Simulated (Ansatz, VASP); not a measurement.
# Cross-check of AlNi between VASP and Ansatz

One calculation is typed for both programs; each brings its own data sets. How far apart do they land? The cell is taken from a series of runs on this material, whose earlier steps may have relaxed, scaled, displaced or heated it; both programs get it as it stands.

Method: plane waves, with VASP 6.6.1 beside it; LDA, in Ansatz 0.2.0.

## (1) The structure

Symmetry: R-3m, No. 166, trigonal system. The conventional cell has a = 4.045 Å, b = 4.045 Å, c = 4.880 Å, α = 90.00°, β = 90.00°, γ = 120.00°. Nearest to Al lie 8 Ni at 2.44 to 2.47 Å. Nearest to Ni lie 8 Al at 2.44 to 2.47 Å. Farther neighbours are not listed.

As a file:

```xyz
2
Lattice="2.8459 -0.0143 -0.0143 -0.0143 2.8459 -0.0143 -0.0143 -0.0143 2.8459" Properties=species:S:1:pos:R:3 pbc="T T T"
Al    0.0000    0.0000    0.0000
Ni    1.4086    1.4086    1.4086
```

## (2) VASP: zone-centre phonons, LDA

Second derivatives magnify differences that forces hide, and they need a tight electronic threshold.

Lines of VASP's logs that name or quote its potential files are left out, and so is its time.

Contents of INCAR:

```
SYSTEM = AlNi
PREC = Accurate
ENCUT = 600
EDIFF = 1E-08
NELM = 120
ISMEAR = 1
SIGMA = 0.2
LREAL = .FALSE.
ALGO = Normal
GGA = PW92
NBANDS = 12
LASPH = .TRUE.
LORBIT = 11
LWAVE = .FALSE.
LCHARG = .FALSE.
ISIF = 2
IBRION = 8
GGA_COMPAT = .FALSE.
KPAR = 2
```

Contents of POSCAR:

```
AlNi
1.0
    2.8458902847     -0.0143455024     -0.0143455024
   -0.0143455024      2.8458902847     -0.0143455024
   -0.0143455024     -0.0143455024      2.8458902847
Al Ni
1 1
Direct
    0.0000000000      0.0000000000      0.0000000000
    0.5000000000      0.5000000000      0.5000000000
```

Contents of KPOINTS:

```
Automatic mesh
0
Gamma
16 16 16
0 0 0
```

The projector-augmented-wave data sets are Al and Ni (LDA family, release 64).

Started as:

```console
> mpirun -np 2 vasp_std
```

Numbers of over 12 decimals in the logs are rounded to 6 here.

Log:

```text
[banner, memory and clock lines left out]
running    2 mpi-ranks, on    1 nodes
 distrk:  each k-point on    1 cores,    2 groups
 distr:  one band on    1 cores,    1 groups

 POSCAR found type information on POSCAR AlNi
 POSCAR found :  2 types and       2 ions
|                                                                             |
|               ----> ADVICE to this user running VASP <----                  |
|                                                                             |
|     You enforced a specific xc type in the INCAR file but a different       |
|     [... a line on the potential file left out ...]
|     I HOPE YOU KNOW WHAT YOU ARE DOING!                                     |
|                                                                             |

 LDA part: xc-table for (Slater(with rela. corr.)+PW92), standard interpolation
 POSCAR, INCAR and KPOINTS ok, starting setup
 FFT: planning ... GRIDC
 FFT: planning ... GRID_SOFT
 FFT: planning ... GRID
 WAVECAR not read
 entering main loop
       N       E                     dE             d eps       ncg     rms          rms(c)
DAV:   1     0.440601177350E+02    0.44060E+02   -0.62058E+03 10108   0.130E+03
DAV:   2    -0.117599708886E+02   -0.55820E+02   -0.51675E+02 10276   0.211E+02
DAV:   3    -0.135701437039E+02   -0.18102E+01   -0.17869E+01 12004   0.440E+01
DAV:   4    -0.135941322154E+02   -0.23989E-01   -0.23980E-01 11160   0.456E+00
DAV:   5    -0.135947435533E+02   -0.61134E-03   -0.61132E-03 12056   0.811E-01    0.119E+01
DAV:   6    -0.151405062957E+02   -0.15458E+01   -0.44608E+01 11100   0.108E+02    0.144E+01
DAV:   7    -0.122126836360E+02    0.29278E+01   -0.13462E+01 11196   0.653E+01    0.101E+00
DAV:   8    -0.121991874338E+02    0.13496E-01   -0.27707E-01 12120   0.596E+00    0.101E+00
DAV:   9    -0.121837090482E+02    0.15478E-01   -0.46347E-02 12132   0.321E+00    0.165E-01
DAV:  10    -0.121833526202E+02    0.35643E-03   -0.10803E-03 12076   0.484E-01    0.773E-02
DAV:  11    -0.121833532172E+02   -0.59700E-06   -0.34154E-05 11692   0.498E-02    0.232E-02
DAV:  12    -0.121833526771E+02    0.54008E-06   -0.34960E-06 12200   0.319E-02    0.397E-03
DAV:  13    -0.121833524974E+02    0.17963E-06   -0.52380E-07 15388   0.662E-03    0.164E-03
DAV:  14    -0.121833524972E+02    0.20259E-09   -0.41362E-08  8264   0.258E-03
   1 F= -.12183352E+02 E0= -.12183709E+02  d E =0.106833E-02
 Linear response reoptimize wavefunctions to high precision
DAV:   1    -0.121833524963E+02    0.98703E-09   -0.12410E-08 12348   0.177E-03
DAV:   2    -0.121833524963E+02   -0.19554E-10   -0.10102E-10  5788   0.949E-05
 Linear response DOF=           2
 Linear response progress:
  Degree of freedom:   1/  2
       N       E                     dE             d eps       ncg     rms          rms(c)
RMM:   1    -0.577327337940E-02   -0.57733E-02    0.27147E-03 58935   0.652E-01
RMM:   2    -0.547819357481E-02    0.29508E-03   -0.56361E-05 38821   0.231E-01    0.603E-02
RMM:   3    -0.546253183026E-02    0.15662E-04   -0.10563E-04 42937   0.837E-02    0.297E-02
RMM:   4    -0.552706638576E-02   -0.64535E-04   -0.43850E-05 42496   0.513E-02    0.583E-03
RMM:   5    -0.553061953377E-02   -0.35531E-05   -0.34286E-06 43962   0.123E-02    0.165E-03
RMM:   6    -0.552991041181E-02    0.70912E-06   -0.16811E-07 40638   0.411E-03    0.110E-03
RMM:   7    -0.552983412021E-02    0.76292E-07   -0.24770E-08 40332   0.209E-03    0.615E-04
RMM:   8    -0.552994621047E-02   -0.11209E-06   -0.61429E-09 46632   0.568E-04    0.216E-04
RMM:   9    -0.553001197276E-02   -0.65762E-07   -0.13880E-10 46443   0.144E-04    0.221E-05
RMM:  10    -0.552998219965E-02    0.29773E-07    0.43640E-10 47156   0.451E-05    0.822E-06
RMM:  11    -0.552999178882E-02   -0.95892E-08   -0.33874E-11 46511   0.179E-05    0.140E-06
 first order change of Fermi-energy  -0.15845E-03
 force on displaced ion       1 direction 1 :  -6.133  -0.305  -0.305
 Linear response progress:
  Degree of freedom:   2/  2
       N       E                     dE             d eps       ncg     rms          rms(c)
RMM:   1    -0.187872152781E+00   -0.18787E+00   -0.10002E-01 38866   0.270E+00
RMM:   2    -0.186475074627E+00    0.13971E-02   -0.17684E-03 39147   0.521E-01    0.128E-01
RMM:   3    -0.186482928869E+00   -0.78542E-05   -0.14171E-04 41967   0.102E-01    0.755E-02
RMM:   4    -0.186876913031E+00   -0.39398E-03   -0.17433E-04 45257   0.102E-01    0.519E-03
RMM:   5    -0.186858984502E+00    0.17929E-04   -0.33757E-06 46229   0.195E-02    0.328E-03
RMM:   6    -0.186855528649E+00    0.34559E-05   -0.23466E-07 42371   0.590E-03    0.232E-03
RMM:   7    -0.186848118503E+00    0.74101E-05   -0.10093E-07 45920   0.346E-03    0.463E-04
RMM:   8    -0.186844317417E+00    0.38011E-05   -0.71840E-09 47879   0.759E-04    0.815E-05
RMM:   9    -0.186843884724E+00    0.43269E-06   -0.14005E-09 48500   0.188E-04    0.203E-05
RMM:  10    -0.186843702980E+00    0.18174E-06   -0.10427E-09 49048   0.640E-05    0.894E-06
RMM:  11    -0.186843722427E+00   -0.19447E-07   -0.10626E-09 48217   0.379E-05    0.142E-06
RMM:  12    -0.186843720468E+00    0.19587E-08   -0.10486E-09 49458   0.270E-05    0.494E-07
 first order change of Fermi-energy  -0.79992E-03
 force on displaced ion       2 direction 1 :  -6.151  -0.301  -0.301
 Linear response finished
```

From OUTCAR (step 2):

```text
ion  position               nearest neighbor table
   1  0.000  0.000  0.000-   2 2.44   2 2.44   2 2.47   2 2.47   2 2.47   2 2.47   2 2.47   2 2.47

  LATTYP: Found a trigonal (rhomboedric) cell.
 ALAT       =     2.8459625963
 COS(alpha) =    -0.0100556364

 Subroutine GETGRP returns: Found 12 space group operations
 (whereof 12 operations were pure point group operations)

The static configuration has the point symmetry D_3d.

 Found    417 irreducible k-points:

   k-points           NKPTS =    417   k-points in BZ     NKDIM =    417   number of bands    NBANDS=     12

   dimension x,y,z NGX =    24 NGY =   24 NGZ =   24
   dimension x,y,z NGXF=    48 NGYF=   48 NGZF=   48

   ENCUT  =  600.0 eV  44.10 Ry    6.64 a.u.   5.68  5.68  5.68*2*pi/ulx,y,z

   NELECT =      13.0000    total number of electrons

 k-points in reciprocal lattice and weights: Automatic mesh
   0.00000000  0.00000000  0.00000000       0.000
   0.06250000  0.00000000  0.00000000       0.001
   0.12500000  0.00000000  0.00000000       0.001
   0.18750000  0.00000000  0.00000000       0.001
   0.25000000  0.00000000  0.00000000       0.001
   0.31250000  0.00000000  0.00000000       0.001
   0.37500000  0.00000000  0.00000000       0.001
   0.43750000  0.00000000  0.00000000       0.001
   0.50000000  0.00000000  0.00000000       0.001
[...]
-0.43750000  0.50000000  0.43750000       0.001
   0.50000000  0.50000000  0.50000000       0.000

 average (electrostatic) potential at core
       1 -67.8705       2 -81.1149

  Total       -0.3465060     -0.3465060     -0.3465060      0.1871982      0.1871982      0.1871982
  in kB      -24.0879617    -24.0879617    -24.0879617     13.0134070     13.0134070     13.0134070
  external PRESSURE =     -24.0879617 kB  Pullay stress =       0.0000000 kB

  energy-cutoff  :      600.00
  volume of cell :       23.05
      direct lattice vectors                 reciprocal lattice vectors
     2.845890285 -0.014345502 -0.014345502     0.351401839  0.001780313  0.001780313
    -0.014345502  2.845890285 -0.014345502     0.001780313  0.351401839  0.001780313
    -0.014345502 -0.014345502  2.845890285     0.001780313  0.001780313  0.351401839

 POSITION                                       TOTAL-FORCE (eV/Angst)
 -----------------------------------------------------------------------------------
      0.00000      0.00000      0.00000        -0.000000      0.000000      0.000000
      1.40860      1.40860      1.40860         0.000000     -0.000000      0.000000
 -----------------------------------------------------------------------------------
    total drift:                                0.000000      0.000000     -0.000000

 Eigenvectors and eigenvalues of the dynamical matrix
 ----------------------------------------------------

   1 f  =    9.444467 THz    59.341337 2PiTHz  315.033513 cm-1    39.059160 meV
             X         Y         Z           dx          dy          dz
      0.000000  0.000000  0.000000    -0.477753   -0.477753   -0.477753
      1.408600  1.408600  1.408600     0.324170    0.324170    0.324170

   2 f  =    8.783586 THz    55.188895 2PiTHz  292.988875 cm-1    36.325974 meV
             X         Y         Z           dx          dy          dz
      0.000000  0.000000  0.000000    -0.567992   -0.032474    0.600466
      1.408600  1.408600  1.408600     0.385858    0.022061   -0.407919

   3 f  =    8.783586 THz    55.188895 2PiTHz  292.988875 cm-1    36.325974 meV
             X         Y         Z           dx          dy          dz
      0.000000  0.000000  0.000000    -0.365429    0.674610   -0.309181
      1.408600  1.408600  1.408600     0.248249   -0.458287    0.210038

   4 f/i=    0.003255 THz     0.020453 2PiTHz    0.108579 cm-1     0.013462 meV
             X         Y         Z           dx          dy          dz
      0.000000  0.000000  0.000000     0.324170    0.324170    0.324170
      1.408600  1.408600  1.408600     0.477753    0.477753    0.477753

   5 f/i=    0.007875 THz     0.049479 2PiTHz    0.262673 cm-1     0.032567 meV
             X         Y         Z           dx          dy          dz
      0.000000  0.000000  0.000000     0.029243    0.381919   -0.411161
      1.408600  1.408600  1.408600     0.043046    0.562194   -0.605240

   6 f/i=    0.007875 THz     0.049479 2PiTHz    0.262673 cm-1     0.032567 meV
             X         Y         Z           dx          dy          dz
      0.000000  0.000000  0.000000    -0.457885    0.254267    0.203617
      1.408600  1.408600  1.408600    -0.674018    0.374288    0.299730

 ELASTIC MODULI CONTR FROM IONIC RELAXATION (kBar)
 Direction    XX          YY          ZZ          XY          YZ          ZX
 --------------------------------------------------------------------------------
 XX           0.0000      0.0000      0.0000      0.0000      0.0000      0.0000
 YY           0.0000      0.0000      0.0000      0.0000      0.0000      0.0000
 ZZ           0.0000      0.0000      0.0000      0.0000      0.0000      0.0000
 XY           0.0000      0.0000      0.0000      0.0000      0.0000      0.0000
 YZ           0.0000      0.0000      0.0000      0.0000      0.0000      0.0000
 ZX           0.0000      0.0000      0.0000      0.0000      0.0000      0.0000
 --------------------------------------------------------------------------------
```

This run has no spin polarisation, so a moment on Ni, if there is one, isn't seen. Its electron count is odd, so without a moment it is a metal by construction.

## (3) Ansatz: zone-centre phonons, LDA

Ansatz runs on its PAW soft_1 files.

The same cell, functional (in two slightly different forms), mesh and smearing now go to Ansatz, which takes its cutoff from its data sets.

Contents of input.yaml:

```yaml
crystal:
  lattice:
    - [2.8458902847, -0.0143455024, -0.0143455024]
    - [-0.0143455024, 2.8458902847, -0.0143455024]
    - [-0.0143455024, -0.0143455024, 2.8458902847]
  atoms:
    - { symbol: Al, position: [0.0, 0.0, 0.0] }
    - { symbol: Ni, position: [0.5, 0.5, 0.5] }
kpoints:
  mp_grid: { grid: [16, 16, 16] }
hamiltonian:
  xc: lda
  pseudopotentials: { kind: paw, azcp: { folder: soft_1 }, xc_functional: pbe }
scf:
  occupations: { method: methfessel_paxton, width: 0.2 }
output:
  eigenvalues: true
phonons:
  method: dfpt
```

Started as:

```console
> ansatz run input.yaml --threads 4 --pin off --max-ram 10240MiB --backend cpu --events-out ev --progress --plain --runs-dir out
```

Log:

```text
Engine: ansatz 0.2.0, aarch64-unknown-linux-gnu
Pseudopotentials: kind: paw
Pseudopotential: Al, paw, valence charge 3, recommended cutoff 420 eV (normal), soft_1/Al.paw.azcp
Pseudopotential: Ni, paw, valence charge 18, recommended cutoff 420 eV (normal), soft_1/Ni.paw.azcp
Functional definition: SPW92
  exchange = slater_x
  correlation = pw_c
Crystal: 2 atoms, lattice volume = 23.047 Å³
Basis set: ecut = 420 eV, 461 PW (Γ), exchange–correlation on 40×40×40 points (8 copies of the dense FFT grid, shifted against one another)
Bands: 15, of which v1, the nominal top of the filled ones, is band 11 counted from 1 (10 counted from 0)
Symmetry: 12 space group operations
k-points: 1098 of 4096 (irreducible under 2 space group operations, time reversal used)
Non-local potential: Al, projectors of the file, l = 0: 2, l = 1: 2, l = 2: 1
Non-local potential: Ni, projectors of the file, l = 0: 3, l = 1: 2, l = 2: 3, l = 3: 1
PAW form: soft (Blöchl's): semilocal exchange-correlation on the pseudo side does not see the compensation charge
PAW frozen core: Al, regenerated for the run's functional, and the local potential with it (the file was generated under x = pbe(κ = 0.804, μ = 0.219515), c = pbe(β = 0.066725))
PAW frozen core: Ni, regenerated for the run's functional, and the local potential with it (the file was generated under x = pbe(κ = 0.804, μ = 0.219515), c = pbe(β = 0.066725))
PAW one-centre angular grid: Al, 110 points (default); XC on 64 Gauss nodes
PAW one-centre angular grid: Ni, 590 points (default); XC on 64 Gauss nodes
Initial density: superposition of atomic densities (chi_scale 0.1, normalization cell, long waves kept (reshape's long-wave potential 0.00 eV rms))
Initial wavefunctions: pseudopotential atomic-orbital guess
Functional: x = slater, c = lda
SCF iter   1: F=—  HF=-6288.064477 eV  |F-HF|=—  |Δ(HF+E_count)|=         —  Δρ=7.63e-2  dr2=1.42e0  ethr=3.10e-3  ⟨swp⟩=4.0  Hψ=72939  notcnv=0
preconditioner: auto → none  [metal: Δε(μ)=0.015 eV  Ē_g=10.407 eV  σ=0.200 eV  W_gap=0.06  n_scr=6 (ndim 8)  ℏωp=27.9 eV  f_vac=0.000  D(μ)=0.55/eV (n_scr^D=0)  sad-step TF]
SCF iter   2: F=—  HF=-6287.885442 eV  |F-HF|=—  |Δ(HF+E_count)|=   1.79e-1  S|Δr|=    0.00e0  Δρ=5.86e-2  dr2=8.75e-1  ethr=3.10e-3  ⟨swp⟩=2.0  Hψ=29522  notcnv=0  defer=281
SCF iter   3: F=—  HF=-6287.683840 eV  |F-HF|=—  |Δ(HF+E_count)|=   2.02e-1  S|Δr|=    0.00e0  Δρ=1.90e-2  dr2=8.08e-2  ethr=3.10e-3  ⟨swp⟩=2.0  Hψ=20837  notcnv=0  defer=281
SCF iter   4: F=—  HF=-6287.669065 eV  |F-HF|=—  |Δ(HF+E_count)|=   1.48e-2  S|Δr|=    0.00e0  Δρ=5.07e-3  dr2=3.33e-3  ethr=3.85e-4  ⟨swp⟩=2.0  Hψ=27450  notcnv=0  defer=260
SCF iter   5: F=—  HF=-6287.668966 eV  |F-HF|=—  |Δ(HF+E_count)|=   9.92e-5  S|Δr|=    0.00e0  Δρ=1.34e-3  dr2=1.93e-4  ethr=1.59e-5  ⟨swp⟩=2.2  Hψ=21550  notcnv=0  defer=260
SCF iter   6: F=—  HF=-6287.668909 eV  |F-HF|=—  |Δ(HF+E_count)|=   5.69e-5  S|Δr|=    0.00e0  Δρ=3.41e-4  dr2=1.32e-5  ethr=9.20e-7  ⟨swp⟩=2.3  Hψ=23988  notcnv=0  defer=260
SCF iter   7: F=—  HF=-6287.668895 eV  |F-HF|=—  |Δ(HF+E_count)|=   1.46e-5  S|Δr|=    0.00e0  Δρ=4.45e-5  dr2=2.41e-7  ethr=6.29e-8  ⟨swp⟩=2.2  Hψ=22722  notcnv=0  defer=260
SCF iter   8: F=—  HF=-6287.668918 eV  |F-HF|=—  |Δ(HF+E_count)|=   2.35e-5  S|Δr|=    0.00e0  Δρ=2.96e-6  dr2=1.24e-9  ethr=1.15e-9  ⟨swp⟩=2.2  Hψ=22739  notcnv=0  defer=260
SCF iter   9: F=-6287.668918 eV  HF=-6287.668918 eV  |F-HF|=3.64e-12  |Δ(HF+E_count)|=  2.11e-10  S|Δr|=    0.00e0  Δρ=1.53e-7  dr2=3.42e-12  ethr=1.00e-12  ⟨swp⟩=5.2  Hψ=82177  notcnv=0
SCF 1 converged in 9 iterations: F = -6287.668918 eV  dr2 = 3.42e-12
  greatest PAW one-centre occupation: 1.001 electrons in one spin orbital (limit 2), on the Ni atom at site 1 (counted from 0), in its partial waves of l = 1
DFPT response loops at Γ: preconditioner auto → Kerker (q_TF=auto, 2.686 Å⁻¹) (partly filled bands, converged f_vac=0.000); β = 1.00, the filter's whole step (`scf.mixing.beta` (0.50) is not read by the response loops under this deck's `scf.mixing.preconditioner`; to damp them name `kerker` or `kerker_dos`, under which they read `scf.mixing.beta`, and type it under 1.00, their step now; both keys bind the ground state too); Broyden in place of MSR1
SCF converged after 9 iterations
Stability not checked: this state was not tested for a lower state beside it, because cold or Methfessel-Paxton smearing, or corrected tetrahedra, fill the levels in a way that the test cannot read (fill_not_monotonic; see scf.lower_state_search)
Free energy (F): -6287.668918 eV
Harris-Foulkes:  -6287.668918 eV  (|F-HF|=3.64e-12)
Internal energy: -6287.669993 eV  (E = F + TS)
E sigma→0 (E₀):  -6287.669187 eV
Entropy (-TS):   0.001075 eV (0.537 meV/atom)
Fermi energy:    14.170269 eV
--- Per-component energies (eV) ---
  E_band       = -330.657555
  E_kinetic    = 370.338851
  E_local      = -3700.618698  (includes V_loc(G=0)·N_el)
  E_nonlocal   = -101.861394
  E_hartree    = 1943.183615
  E_xc         = -152.155891
  E_vxc        = -178.341037  (∫ρ·V_xc dr)
  E_paw        = -2037.569099  (= ΣΔE_a)
  E_vpaw       = -606.543145  (= ΣTr[D̂ρ^β])
  E_aug_tail   = 0.000796  (compensation charges beyond the density's cutoff)
  E_ewald      = -2609.478012
  E_core_change = 0.489838  (= ΣΔE_core)
  E_smearing   = 0.001075  (= −TS)
  E_closure    = -0.000000  (closes the sum)
  Σ components = -6287.668918   (vs F -6287.668918, Δ=0.00e0)
--- Band table (eV; the first three rows and the last of 1098) ---
  k-point 0: bands = [... 7 lower, 12.5135, 12.5561, 12.5561, 19.7076, 19.8120, 19.8120, 22.4720, 22.4720]
  k-point 1: bands = [... 7 lower, 12.4871, 12.5231, 12.5524, 18.9815, 19.8425, 19.9088, 22.4737, 23.1935]
  k-point 2: bands = [... 7 lower, 12.3984, 12.4319, 12.5584, 17.5872, 20.1269, 20.1915, 22.4788, 24.3418]
  k-point 1097: bands = [... 7 lower, 13.1351, 13.1351, 16.0589, 16.0589, 16.2537, 18.1062, 18.7789, 18.7789]
--- Phonons (Γ-DFPT): 2 representative perturbations + reference, on 1098 of 4096 k-points (Σ response iterations 6) ---
  k mesh reduced under 2 symmetry operations, with k and −k counted as one. Each operation leaves every solved perturbation unchanged. A smaller set is not used because it would not reduce the number of displacements times k-points to solve
  ASR residual: 1.026e-4 → 0.000e0 eV/Å²; symmetrization residual: 1.483e-6 eV/Å²
  ASR residual per site (eV/Å²): 8.71e-6 1.03e-4
  Γ frequencies (cm⁻¹): 0.00 0.00 0.00 290.90 290.90 312.86
  non-analytic LO–TO correction: not included (Born effective charges unavailable; polar crystals: no LO–TO splitting at Γ)
```

## (4) Differences

Known differences besides the potentials themselves: the data sets hold 21 valence electrons in Ansatz (on its PAW soft_1 files) and 13 in VASP; the cutoff is 420 eV in Ansatz and 600 eV in VASP; VASP's log shows a relativistic correction to its local exchange, Ansatz's none. Total energies have different zeros and are not compared.

The two programs side by side:

```tsv
quantity	Ansatz	VASP	difference
optical mode 1 to 2 (cm⁻¹)	290.9	293.0	-0.71 %
optical mode 3 (cm⁻¹)	312.9	315.0	-0.69 %
```

Modes are paired by rising frequency, not by their patterns, so a pair may set unlike modes beside each other; they are those without the splitting of longitudinal modes.

## (5) Summary of results

| Quantity | Value |
| --- | --- |
| r.m.s. difference of the optical zone-centre modes, each program's sorted by frequency (zone-centre phonons, LDA) | 2.1 cm⁻¹ |
| difference in optical mode 1 to 2 (zone-centre phonons, LDA) | -0.7 % |

What this shows: The r.m.s. difference of the optical zone-centre modes, each program's sorted by frequency is 2.1 cm⁻¹ (zone-centre phonons, LDA). The data sets hold unlike numbers of valence electrons (21 in Ansatz and 13 in VASP), so part of the differences may come from the potentials. Among the rows given in per cent, the largest difference of the zone-centre phonons, LDA pair is in optical mode 1 to 2, -0.7 %. Such differences can come from data sets, numerical settings and the points named under the comparisons, not from the functional's error against experiment.

[Lines on the potential files, build, host, timing and source positions are cut from VASP's logs without a mark.]

[Logs are printed without paths, hosts, clocks, repeated set-up lines and the standing remarks that a program may print on its own settings, such as how far it seeks lower states.]

[Hosts, paths, dates, database ids (printed as entryN), source tags and the programs' standing remarks are cut or masked in the printed files.]
